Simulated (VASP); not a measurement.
Given:

```yaml
crystal:
  lattice:
    - [0.00000, 3.36249, 3.36249]
    - [3.36249, 0.00000, 3.36249]
    - [3.36249, 3.36249, 0.00000]
  atoms:
    - { symbol: Cd, position: [0.00000, 0.00000, 0.00000] }
    - { symbol: Te, position: [0.25000, 0.25000, 0.25000] }
```

Calculation: RPBE GGA, VASP's PBE PAW potentials (set 64) (plane waves; VASP). Numerical set-up: 520 eV cut-off, 7×7×7 Γ-centred mesh, Gaussian smearing of 0.050 eV, potentials Cd Te.

Task: Give the energy at these volumes per atom, relative to the lowest: 35.76, 36.91, 38.05, 39.19, 40.33 Å³.

Result: 14.2, 3.2, 0.0, 3.2, 11.8 meV/atom. A third-order Birch-Murnaghan fit gives B0 = 30.2 GPa and B0′ = 4.8.

Measured: bulk modulus 43.7 GPa (computed value off by -30.9 %), as given by Elmahjoubi et al., (2023), arXiv:2303.01780; a 6.480 Å (computed value off by +3.8 %), as given by M J Lucero et al., Journal of Physics Condensed Matter (2012), arXiv:1111.4515. The calculation is for a static lattice, while the measured bulk modulus, a hold thermal and zero-point effects, which are part of the difference.

The compound is CdTe in the zinc blende structure. It was relaxed first, which changed the volume by +12 %.
